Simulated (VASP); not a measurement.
**TaRu: work function with PBEsol**

The system is TaRu, a slab with vacuum.

```xyz
8
Lattice="3.1870 0.0000 0.0000 0.0000 3.1870 0.0000 0.0000 0.0000 26.1545" Properties=species:S:1:pos:R:3 pbc="T T T"
Ta    1.5935    1.5935    7.5000
Ta    1.5935    1.5935   10.6870
Ta    1.5935    1.5935   13.8740
Ta    1.5935    1.5935   17.0610
Ru    0.0000    0.0000    9.0935
Ru    0.0000    0.0000   12.2805
Ru    0.0000    0.0000   15.4675
Ru    0.0000    0.0000   18.6545
```

| Item | Value |
| --- | --- |
| Program | VASP 6.6.1 |
| Task | work function |
| Functional | PBEsol |
| Potentials or basis | VASP PAW PBE potentials, release 64 (Ta_pv, Ru_pv) |
| Cutoff | 520 eV |
| k mesh | 6 × 6 × 1 |
| Occupations | fermi-dirac, width 0.05 eV |
| Spin | no spin polarisation |
| Dipole correction | yes |
| Further INCAR settings | ALGO = Fast; EDIFF = 1e-06 |

```
Largest force                   : 3.253 eV/Å
Band gap on the k mesh          : none (metal or under the smearing width)
Work function of the upper face : 4.18 eV
Work function of the lower face : 4.66 eV
```

Forces in eV/Å, atoms in the order of the input:
```
Ta   0.000  0.000  1.310
Ta   0.000  0.000 -0.401
Ta   0.000  0.000  0.120
Ta   0.000  0.000  2.669
Ru   0.000  0.000 -0.197
Ru   0.000  0.000 -0.192
Ru   0.000  0.000 -0.057
Ru   0.000  0.000 -3.253
```

Levels at points of the mesh, in eV from the Fermi level:
```
           k point  band 48  band 49  band 50  band 51  band 52  band 53
(0.00, 0.00, 0.00)    -1.09    -0.82    -0.39    -0.33    -0.10     0.17
(0.50, 0.00, 0.00)    -0.63    -0.42    -0.38    -0.05     0.01     0.35
(0.50, 0.50, 0.00)    -0.28    -0.16    -0.12     0.09     0.19     0.36
```

Wall time 5.5 min on 1 thread of AMD EPYC 9R45 96-Core Processor (Zen 5) (shared host), peak memory 0.37 GiB.

Caveat: the PAW data sets were made with another functional, which shifts forces and pressure a little. The run has no spin-orbit coupling, so splittings on Ta are missing.
